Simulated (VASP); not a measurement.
Here is the system:

```yaml
crystal:
  lattice:
    - [5.40933, 0.00000, 0.00000]
    - [-2.70467, 4.68462, 0.00000]
    - [0.00000, 0.00000, 3.13280]
  atoms:
    - { symbol: Y, position: [0.00000, 0.00000, 0.00000] }
    - { symbol: B, position: [0.66667, 0.33333, 0.00000] }
    - { symbol: B, position: [0.33333, 0.66667, 0.00000] }
    - { symbol: Ir, position: [0.50000, 0.00000, 0.50000] }
    - { symbol: Ir, position: [0.50000, 0.50000, 0.50000] }
    - { symbol: Ir, position: [0.00000, 0.50000, 0.50000] }
```

All values below come from PBEsol GGA, VASP's PBE PAW potentials (set 64) (plane waves; VASP). Settings: 520 eV cut-off, Gaussian smearing of 0.050 eV, potentials Y_sv B Ir.

Unless said otherwise, spin-orbit coupling is left out, though it shifts the bands of the heavy elements here.

**Question.** Estimate the band gap (along the path) with the smallest direct gap where there is one.

**Answer.** 
```yaml
band gap (along the path): none (metal, semimetal or under 0.01 eV)
```

The absolute energy has meaning only against runs of the same code, potentials and settings.

The structure comes from a computed database's YB2Ir3 entry (P6/mmm); how it stands against other phases isn't given here. It was relaxed first.
